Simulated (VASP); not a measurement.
**HfIn4SiO6 under changes of volume**

One of the cells (19.640 Å³/atom); the others are scaled copies at fixed shape and fractional positions:

```xyz
12
Lattice="5.7364 0.0038 0.0157 -0.7097 6.1486 -0.0058 -2.7553 -1.4048 6.6747" Properties=species:S:1:pos:R:3 pbc="T T T"
Hf    0.2992   -0.0906    0.8890
In   -0.4893    5.1200    4.8655
In    2.9797   -0.6419    3.3216
In   -0.4694    2.2552    3.5585
In    2.5139    2.6782    1.3767
Si    2.3085    1.5088    5.7209
O     0.7135    1.2701    5.2988
O     3.2804    1.4483    4.3908
O     5.4498    1.6109    0.0371
O     2.4757    2.9128    6.5829
O    -0.6339   -0.1536    2.6291
O     2.1146    0.3648    1.4620
```

The cell was built by a generator and needn't be a form met in nature.

- Program: VASP 6.6.1
- Functional: PBE
- Potentials or basis: VASP PAW PBE potentials, release 64 (Hf_pv, In_d, Si, O)
- Cutoff: 520 eV
- k mesh: 5 × 5 × 4
- Occupations: fermi-dirac, width 0.05 eV
- Spin: no spin polarisation

```tsv
volume (Å³/atom)	energy over the lowest point (meV/atom)	pressure (GPa)	gap on the mesh (eV)	largest force (eV/Å)
18.099	18.28	5.9	0.75	1.033
18.484	6.56	3.6	0.80	0.680
18.869	0.00	1.6	0.84	0.354
19.640	0.28	-1.9	0.92	0.410
20.025	?	?	?	?
20.410	15.52	-4.6	1.00	0.939
```

Task: What does the run at 20.025 Å³/atom give?

Result: Energy over the lowest point 6.23 meV/atom; pressure -3.3 GPa; gap on the mesh 0.96 eV; largest force 0.684 eV/Å.

Worked out: A Birch-Murnaghan fit of order 3 (a polynomial in V^(-2/3)) to the other rows has its minimum at 19.23 Å³/atom with B0 = V·E''(V) = 87 GPa and B' = 4.4 at fixed shape and positions, which overstates the stiffness. It gives 6.23 meV/atom at 20.025 Å³/atom, against the run's 6.23, and -dE/dV = -3.2 GPa, against -3.3. A straight line through the other rows of the gap, of slope 2.06 eV per unit of ln V, gives 0.96 eV, against the run's 0.96.

Energies are extrapolated to zero smearing.

Caveats: spin-orbit coupling is left out, which moves the levels of the heavy elements; an odd mesh through Γ misses points on the zone boundary, where band edges often lie; forces of over 1 eV/Å show positions far from the minimum, so gaps and moduli don't describe the material at rest (some runs).
